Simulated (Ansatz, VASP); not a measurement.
# Cross-check of TiGe between VASP and Ansatz, part 2 of 2

Wanted: the spread between two codes on one cell, functional and k mesh. The cell is generated by rule, not measured, and may not be a known phase. Of the first pair: The two relaxations start from unlike cells of this crystal (the structure described is Ansatz's start), so only their ends are compared.

VASP 6.6.1 and Ansatz 0.2.0.

So far: Starting point; Ansatz: relaxation of cell and atoms, PBEsol, pair 1.

## Step 3: VASP: relaxation of cell and atoms, PBEsol, pair 1

Level of this step: PBEsol; plane waves and PAW (Ti_sv, Ge_d); invented cell (VASP).

Its own start cell and the same functional, mesh and smearing now go to VASP, with its own data sets.

Lines of VASP's logs that name or quote its potential files are left out, and so is its time.

File INCAR:

```
SYSTEM = TiGe
PREC = Accurate
ENCUT = 500
EDIFF = 1E-07
NELM = 120
ISMEAR = 0
SIGMA = 0.1
LREAL = .FALSE.
ALGO = Normal
GGA = PS
NBANDS = 32
LASPH = .TRUE.
LORBIT = 11
LWAVE = .FALSE.
LCHARG = .FALSE.
ISIF = 3
IBRION = 2
NSW = 80
EDIFFG = -0.005
GGA_COMPAT = .FALSE.
NELMIN = 4
KPAR = 2
```

File POSCAR:

```
TiGe
1.0
    3.5016972946     -0.0000029511      0.0000000000
   -1.7508457175      3.0325603443      0.0000000000
    0.0000000000      0.0000000000      6.5055411112
Ti Ge
2 2
Direct
    0.0000000000      0.0000000000      0.0000000000
    0.0000000000      0.0000000000      0.5000000000
    0.3333333333      0.6666666667      0.2499999126
    0.6666666667      0.3333333333      0.7499999126
```

File KPOINTS:

```
Automatic mesh
0
Gamma
6 6 4
0 0 0
```

PAW data sets: Ti_sv and Ge_d (PBE family, release 64).

Launch:

```console
$ mpirun -np 2 vasp_std
```

Numbers of over 12 decimals in the logs are rounded to 6 here.

Output:

```text
[banner, memory and clock lines left out]
running    2 mpi-ranks, on    1 nodes
 distrk:  each k-point on    1 cores,    2 groups
 distr:  one band on    1 cores,    1 groups

 POSCAR found type information on POSCAR TiGe
 POSCAR found :  2 types and       4 ions
|                                                                             |
|               ----> ADVICE to this user running VASP <----                  |
|                                                                             |
|     You enforced a specific xc type in the INCAR file but a different       |
|     [... a line on the potential file left out ...]
|     I HOPE YOU KNOW WHAT YOU ARE DOING!                                     |
|                                                                             |

 LDA part: xc-table for (Slater+PW92), standard interpolation
 POSCAR, INCAR and KPOINTS ok, starting setup
 FFT: planning ... GRIDC
 FFT: planning ... GRID_SOFT
 FFT: planning ... GRID
 WAVECAR not read
 entering main loop
       N       E                     dE             d eps       ncg     rms          rms(c)
DAV:   1     0.530701733760E+03    0.53070E+03   -0.25494E+04  1592   0.370E+03
DAV:   2     0.573374887813E+02   -0.47336E+03   -0.46359E+03  1344   0.802E+02
DAV:   3    -0.258764443167E+02   -0.83214E+02   -0.82127E+02  1864   0.220E+02
DAV:   4    -0.328682155939E+02   -0.69918E+01   -0.69674E+01  2016   0.608E+01
DAV:   5    -0.331440241879E+02   -0.27581E+00   -0.27579E+00  1800   0.105E+01    0.161E+01
DAV:   6    -0.287327765099E+02    0.44112E+01   -0.39972E+01  1688   0.406E+01    0.474E+00
DAV:   7    -0.284204335776E+02    0.31234E+00   -0.48780E+00  1672   0.181E+01    0.294E+00
DAV:   8    -0.283964249699E+02    0.24009E-01   -0.41589E-01  1784   0.533E+00    0.776E-01
DAV:   9    -0.283931158429E+02    0.33091E-02   -0.69014E-02  1760   0.231E+00    0.362E-01
DAV:  10    -0.283942836546E+02   -0.11678E-02   -0.44603E-03  1720   0.669E-01    0.551E-02
DAV:  11    -0.283942192209E+02    0.64434E-04   -0.11318E-03  1936   0.341E-01    0.586E-02
DAV:  12    -0.283942128754E+02    0.63454E-05   -0.11278E-04  1888   0.694E-02    0.180E-02
DAV:  13    -0.283942112698E+02    0.16057E-05   -0.11385E-05  1864   0.203E-02    0.617E-03
DAV:  14    -0.283942119105E+02   -0.64073E-06   -0.14274E-06  1504   0.879E-03    0.112E-03
DAV:  15    -0.283942118323E+02    0.78226E-07   -0.57592E-08  1032   0.265E-03
   1 F= -.28394212E+02 E0= -.28388763E+02  d E =-.283942E+02
[...]
2 F= -.28394239E+02 E0= -.28389060E+02  d E =-.272384E-04
[...]
3 F= -.28394313E+02 E0= -.28388985E+02  d E =-.101356E-03
[...]
4 F= -.28394244E+02 E0= -.28389024E+02  d E =-.323052E-04
[...]
5 F= -.28394363E+02 E0= -.28389503E+02  d E =-.119311E-03
[...]
6 F= -.28394403E+02 E0= -.28390251E+02  d E =-.159330E-03
 curvature:  -1.28 expect dE=-0.148E-04 dE for cont linesearch -0.133E-04
 ZBRENT: interpolating
 opt :   2.2599  next Energy=   -28.394421 (dE=-0.177E-03)
 bond charge predicted
       N       E                     dE             d eps       ncg     rms          rms(c)
DAV:   1    -0.283950022038E+02   -0.59881E-03   -0.17992E-02  1520   0.154E+00    0.175E-01
DAV:   2    -0.283946027652E+02    0.39944E-03   -0.16555E-03  1584   0.421E-01    0.934E-02
DAV:   3    -0.283944352525E+02    0.16751E-03   -0.26782E-04  1960   0.171E-01    0.272E-02
DAV:   4    -0.283944233697E+02    0.11883E-04   -0.49346E-05  1976   0.558E-02    0.117E-02
DAV:   5    -0.283944224790E+02    0.89072E-06   -0.70733E-06  1672   0.283E-02    0.565E-03
DAV:   6    -0.283944221803E+02    0.29868E-06   -0.93840E-07  1752   0.911E-03    0.264E-03
DAV:   7    -0.283944219630E+02    0.21731E-06   -0.20884E-07  1024   0.457E-03    0.537E-04
DAV:   8    -0.283944219200E+02    0.42968E-07   -0.30541E-08   744   0.196E-03
   7 F= -.28394422E+02 E0= -.28390025E+02  d E =-.177783E-03
 curvature:  -1.71 expect dE=-0.111E-05 dE for cont linesearch -0.228E-07
 trial: gam=-0.04077 g(F)=  0.670E-44 g(S)=  0.653E-06 ort = 0.179E-05 (trialstep = 0.123E+01)
 search vector abs. value=  0.906E-06
 reached required accuracy - stopping structural energy minimisation
```

Parts of OUTCAR (step 3):

```text
ion  position               nearest neighbor table
   1  0.000  0.000  0.000-   3 2.59   3 2.59   3 2.59   4 2.59   4 2.59   4 2.59
   2  0.000  0.000  0.500-   4 2.59   4 2.59   4 2.59   3 2.59   3 2.59   3 2.59
   3  0.333  0.667  0.250-   1 2.59   1 2.59   1 2.59   2 2.59   2 2.59   2 2.59
   4  0.667  0.333  0.750-   2 2.59   2 2.59   2 2.59   1 2.59   1 2.59   1 2.59

  LATTYP: Found a hexagonal cell.
 ALAT       =     3.5016972946
 C/A-ratio  =     1.8578250956

 Subroutine GETGRP returns: Found 24 space group operations
 (whereof 12 operations were pure point group operations)

The static configuration has the point symmetry D_3d.
 The point group associated with its full space group is D_6h.

 Found     21 irreducible k-points:

   k-points           NKPTS =     21   k-points in BZ     NKDIM =     21   number of bands    NBANDS=     32

   dimension x,y,z NGX =    28 NGY =   28 NGZ =   48
   dimension x,y,z NGXF=    56 NGYF=   56 NGZF=   96

   ENCUT  =  500.0 eV  36.75 Ry    6.06 a.u.   6.38  6.38 11.86*2*pi/ulx,y,z

   NELECT =      52.0000    total number of electrons

 k-points in reciprocal lattice and weights: Automatic mesh
   0.00000000  0.00000000  0.00000000       0.007
   0.16666667 -0.00000000  0.00000000       0.042
   0.33333333  0.00000000  0.00000000       0.042
   0.50000000  0.00000000  0.00000000       0.021
   0.16666667  0.16666667  0.00000000       0.042
   0.33333333  0.16666667  0.00000000       0.083
   0.33333333  0.33333333  0.00000000       0.014
   0.00000000  0.00000000  0.25000000       0.014
   0.16666667 -0.00000000  0.25000000       0.083
[...]
0.33333333  0.16666667  0.50000000       0.083
   0.33333333  0.33333333  0.50000000       0.014

 average (electrostatic) potential at core
       1 -73.2565       2 -73.2565       3 -70.5479       4 -70.5479

 E-fermi :   7.5126

 k-point     1 :       0.0000    0.0000    0.0000
  band No.  band energies     occupation
    ...
     20      -1.0394      2.00000
     21       2.3077      2.00000
     22       6.4079      2.00000
     23       6.4079      2.00000
     24       6.5323      2.00000
     25       7.9164      0.00000
     26       7.9164      0.00000
     27       8.0892      0.00000
     28       8.0892      0.00000
     29       9.1769      0.00000
    ...

 k-point     2 :       0.1667   -0.0000    0.0000
  band No.  band energies     occupation
    ...
     22       5.8644      2.00000
     23       6.5017      2.00000
     24       6.5221      2.00000
     25       6.9992      2.00000
     26       7.3597      1.96940
     27       7.7994      0.00005
     28       8.2013      0.00000
     29       8.5720      0.00000
     30       9.1370      0.00000
     31      10.1924      0.00000
    ...

 k-point     3 :       0.3333    0.0000    0.0000
  band No.  band energies     occupation
    ...
     22       4.2496      2.00000
     23       5.3518      2.00000
     24       6.0248      2.00000
     25       6.3350      2.00000
     26       6.7798      2.00000
     27       7.9933      0.00000
     28       8.1101      0.00000
     29       8.7764      0.00000
     30       9.1680      0.00000
     31       9.9222      0.00000
    ...

  Total       -0.0038356     -0.0038356     -0.0049703     -0.0000000     -0.0000000      0.0000000
  in kB       -0.0889547     -0.0889547     -0.1152708     -0.0000000     -0.0000000      0.0000000
  external PRESSURE =      -0.0977267 kB  Pullay stress =       0.0000000 kB

  energy-cutoff  :      500.00
  volume of cell :       69.08
      direct lattice vectors                 reciprocal lattice vectors
     3.494593653 -0.000002946  0.000000000     0.286156442  0.165212139  0.000000000
    -1.747293903  3.026408407 -0.000000000     0.000000279  0.330424831 -0.000000000
    -0.000000000  0.000000000  6.532091053     0.000000000  0.000000000  0.153090334

 POSITION                                       TOTAL-FORCE (eV/Angst)
 -----------------------------------------------------------------------------------
     -0.00000      0.00000      0.00000         0.000000     -0.000000      0.000000
     -0.00000      0.00000      3.26605         0.000000     -0.000000      0.000000
      0.00000      2.01760      1.63302        -0.000000      0.000000      0.000000
      1.74730      1.00880      4.89907         0.000000      0.000000      0.000000
 -----------------------------------------------------------------------------------
    total drift:                               -0.000000      0.000000      0.000531

  FREE ENERGIE OF THE ION-ELECTRON SYSTEM (eV)
  ---------------------------------------------------
  free  energy   TOTEN  =       -28.3944219200 eV

  energy  without entropy=      -28.3856273111  energy(sigma->0) =      -28.39002462

 reached required accuracy - stopping structural energy minimisation

 total charge
# of ion       s       p       d       tot
------------------------------------------
    1        2.180   6.139   1.932  10.251
    2        2.180   6.139   1.932  10.251
    3        1.160   1.343  10.016  12.519
    4        1.160   1.343  10.016  12.519
--------------------------------------------------
tot          6.678  14.965  23.895  45.539

[... 3 further parts left out ...]
```

CONTCAR:

```
TiGe
   1.00000000000000
     3.4945936530723536   -0.0000029459897830    0.0000000000000000
    -1.7472939034386945    3.0264084073861910   -0.0000000000000000
    -0.0000000000000000    0.0000000000000000    6.5320910530872274
  Ti              Ge
     2     2
Direct
     0.0000000000000000    0.0000000000000000    0.0000000000000000
     0.0000000000000000    0.0000000000000000    0.5000000000000000
     0.3333333332999970    0.6666666667000030    0.2499999126000034
     0.6666666667000030    0.3333333332999970    0.7499999126000034
```

The run keeps the 24 symmetry operations of its start, so it cannot find a distortion of lower symmetry.

## Step 4: Side by side

Known differences besides the potentials themselves: the cutoff is 420 eV in Ansatz and 500 eV in VASP; Ansatz makes its cores anew for this functional, VASP keeps those of its PBE data sets; Ansatz adds a Pulay correction to the stress that steers its cell, VASP none. Total energies have different zeros and are not compared.

Compared:

| quantity | Ansatz | VASP | difference |
| --- | --- | --- | --- |
| volume (Å³) | 68.94 | 69.08 | -0.22 % |
| edge a after relaxation, in the typed setting (Å) | 3.489 | 3.495 | -0.15 % |
| edge c after relaxation, in the typed setting (Å) | 6.538 | 6.532 | +0.09 % |

## Step 5: Ansatz: relaxation of cell and atoms, PBEsol, pair 2

The relaxed volume is the usual yardstick between codes: in a stiff, nearly cubic crystal its relative difference is about their pressure difference at one cell divided by the bulk modulus. Its start cell is another than that of the pair before, and may be another structure of the material.

The cell is taken from a series of runs on this material, whose earlier steps may have relaxed, scaled, displaced or heated it; both programs get it as it stands.

File input.yaml:

```yaml
crystal:
  lattice:
    - [3.4893001752, -2.8187e-06, 0.0]
    - [-1.7446476465, 3.0218240025, 0.0]
    - [0.0, 0.0, 6.5378281271]
  atoms:
    - { symbol: Ti, position: [0.0, 0.0, 0.0] }
    - { symbol: Ti, position: [0.0, 0.0, 0.5] }
    - { symbol: Ge, position: [0.3333333333, 0.6666666667, 0.25] }
    - { symbol: Ge, position: [0.6666666667, 0.3333333333, 0.75] }
kpoints:
  mp_grid: { grid: [12, 12, 6] }
hamiltonian:
  xc: pbesol
scf:
  occupations: { method: gaussian, width: 0.1 }
output:
  forces: true
  stress: true
  eigenvalues: true
relax:
  adjacent_minimum: "off"
  f_tol: 0.005
  max_steps: 80
  cell: { stress_tol: 0.05 }
```

Launch:

```console
$ ansatz run input.yaml --threads 4 --pin off --max-ram 7168MiB --backend cpu --events-out ev --progress --plain --runs-dir out
```

Output:

```text
[...]
Crystal: 4 atoms, lattice volume = 68.935 Å³
Basis set: ecut = 420 eV, 1335 PW (Γ), exchange–correlation on 48×48×90 points (8 copies of the dense FFT grid, shifted against one another)
Bands: 32, of which v1, the nominal top of the filled ones, is band 26 counted from 1 (25 counted from 0)
Symmetry: 24 space group operations
[...]
k-points: 76 of 864
[...]
--- Relaxed structure (3 steps of the walk, 3 accepted, 1 SCFs on fresh bases) ---
[...]
cell:  # Å, volume = 69.4781 Å³
    - [3.535504, -2.8560441104654992e-6, 0.0]
    - [-1.767750, 3.061838, 0.0]
    - [0.0, 0.0, 6.418222]
  atoms:
    - { symbol: Ti, position: [0, 0, 0.0] }
    - { symbol: Ti, position: [0, 0, 0.5] }
    - { symbol: Ge, position: [0.333333, 0.666667, 0.25] }
    - { symbol: Ge, position: [0.666667, 0.333333, 0.750000] }
[key lines of the parts left out:]
SCF converged after 6 iterations
Free energy (F): -13456.658210 eV
Fermi energy:    12.230753 eV
P = ⅓ Tr σ = 0.0267 GPa (0.267 kbar)
```

## Step 6: VASP: relaxation of cell and atoms, PBEsol, pair 2

The same cell, functional, mesh and smearing now go to VASP, with its own data sets.

INCAR is that of step 3.

File POSCAR:

```
TiGe
1.0
    3.4893000000     -0.0000030000      0.0000000000
   -1.7446480000      3.0218240000      0.0000000000
    0.0000000000      0.0000000000      6.5378280000
Ti Ge
2 2
Direct
    0.0000000000      0.0000000000      0.0000000000
    0.0000000000      0.0000000000      0.5000000000
    0.3333334692      0.6666665564      0.2500000000
    0.6666668174      0.3333334436      0.7500000000
```

File KPOINTS:

```
Automatic mesh
0
Gamma
12 12 6
0 0 0
```

Launch:

```console
$ mpirun -np 2 vasp_std
```

Output:

```text
[banner, memory and clock lines left out]
running    2 mpi-ranks, on    1 nodes
[...]
[... a notice as in an earlier step ...]

 LDA part: xc-table for (Slater+PW92), standard interpolation
 POSCAR, INCAR and KPOINTS ok, starting setup
[...]
entering main loop
       N       E                     dE             d eps       ncg     rms          rms(c)
DAV:   1     0.536348388615E+03    0.53635E+03   -0.25753E+04  5848   0.373E+03
DAV:   2     0.577121005283E+02   -0.47864E+03   -0.46928E+03  4880   0.797E+02
DAV:   3    -0.260211815442E+02   -0.83733E+02   -0.82807E+02  6824   0.220E+02
DAV:   4    -0.328590604335E+02   -0.68379E+01   -0.68086E+01  7112   0.606E+01
[...]
DAV:  13    -0.283959002779E+02    0.16253E-05   -0.10628E-05  6880   0.198E-02    0.719E-03
DAV:  14    -0.283959009218E+02   -0.64384E-06   -0.20392E-06  5640   0.999E-03    0.114E-03
DAV:  15    -0.283959008452E+02    0.76545E-07   -0.63142E-08  3600   0.287E-03
   1 F= -.28395901E+02 E0= -.28391358E+02  d E =-.283959E+02
[... from here on, the cycles between the ionic steps are left out ...]
   2 F= -.28400551E+02 E0= -.28396383E+02  d E =-.465055E-02
   3 F= -.28402946E+02 E0= -.28398996E+02  d E =-.704470E-02
   4 F= -.28401494E+02 E0= -.28397654E+02  d E =-.559339E-02
   5 F= -.28403393E+02 E0= -.28399510E+02  d E =-.749220E-02
   6 F= -.28404199E+02 E0= -.28400386E+02  d E =-.805981E-03
   7 F= -.28404710E+02 E0= -.28400879E+02  d E =-.131723E-02
[...]
reached required accuracy - stopping structural energy minimisation
```

From OUTCAR (step 6):

```text
  Total       -0.0028918     -0.0028918      0.0003218      0.0000000      0.0000000      0.0000000
  in kB       -0.0666750     -0.0666750      0.0074197      0.0000000      0.0000000      0.0000000
  external PRESSURE =      -0.0419768 kB  Pullay stress =       0.0000000 kB

 POSITION                                       TOTAL-FORCE (eV/Angst)
 -----------------------------------------------------------------------------------
      0.00000      0.00000      0.00000         0.000000     -0.000000      0.000000
      0.00000      0.00000      3.21152         0.000000     -0.000000      0.000000
      0.00000      2.04060      1.60576        -0.000000     -0.000000     -0.000000
      1.76721      1.02030      4.81728         0.000000      0.000000      0.000000
 -----------------------------------------------------------------------------------
    total drift:                               -0.000507      0.000000     -0.000000

  FREE ENERGIE OF THE ION-ELECTRON SYSTEM (eV)
  ---------------------------------------------------
  free  energy   TOTEN  =       -28.4047102780 eV

  energy  without entropy=      -28.3970473972  energy(sigma->0) =      -28.40087884

[... 1 part as in an earlier step ...]

[... 3 further parts left out ...]
[key lines of the parts left out:]
E-fermi :   7.4004
```

## Step 7: Side by side

Both answers:

| quantity | Ansatz | VASP | difference |
| --- | --- | --- | --- |
| volume (Å³) | 69.48 | 69.49 | -0.01 % |
| edge a after relaxation, in the typed setting (Å) | 3.535 | 3.534 | +0.03 % |
| edge c after relaxation, in the typed setting (Å) | 6.418 | 6.423 | -0.07 % |

## Step 8: Outcome

```
difference in volume (relaxation of cell and atoms, PBEsol, pair 1)                                        : -0.22 %
difference in edge c after relaxation, in the typed setting (relaxation of cell and atoms, PBEsol, pair 2) : -0.075 %
```

**Reading.** The difference in volume is -0.22 % (relaxation of cell and atoms, PBEsol, pair 1), within the 1.2 % picked in this series as the mark of a large difference, as far as the stopping tolerances let one tell. 1 further run of this series is not shown here. How closely two codes agree says nothing of how well the functional describes the real material.

[Lines on the potential files, build, host, timing and source positions are cut from VASP's logs without a mark.]

[Logs are printed without paths, hosts, clocks, repeated set-up lines and the standing remarks that a program may print on its own settings, such as how far it seeks lower states.]

[Hosts, paths, dates, database ids (printed as entryN), source tags and the programs' standing remarks are cut or masked in the printed files.]
